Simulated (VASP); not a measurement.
Consider the following.

```yaml
crystal:
  lattice:
    - [0.00000, 3.38171, 3.38171]
    - [3.38171, 0.00000, 3.38171]
    - [3.38171, 3.38171, 0.00000]
  atoms:
    - { symbol: In, position: [0.00000, 0.00000, 0.00000] }
    - { symbol: Sb, position: [0.25000, 0.25000, 0.25000] }
```

Calculation: PBE GGA, VASP's PBE PAW potentials (set 64) (plane waves; VASP 6.6.1). Run with 520 eV cut-off, 10×10×10 Γ-centred mesh, first-order Methfessel-Paxton smearing of 0.10 eV, potentials In_d Sb.

Task: Give the stress tensor in GPa (positive for a compressed cell).

Result: 
```
-1.86   0.00   0.00
 0.00  -1.86   0.00
 0.00   0.00  -1.86
```
The pressure is its mean diagonal, -1.86 GPa.

The compound is InSb in the zinc blende structure. This cell is one point of a volume scan, at 1.06 of the reference volume.
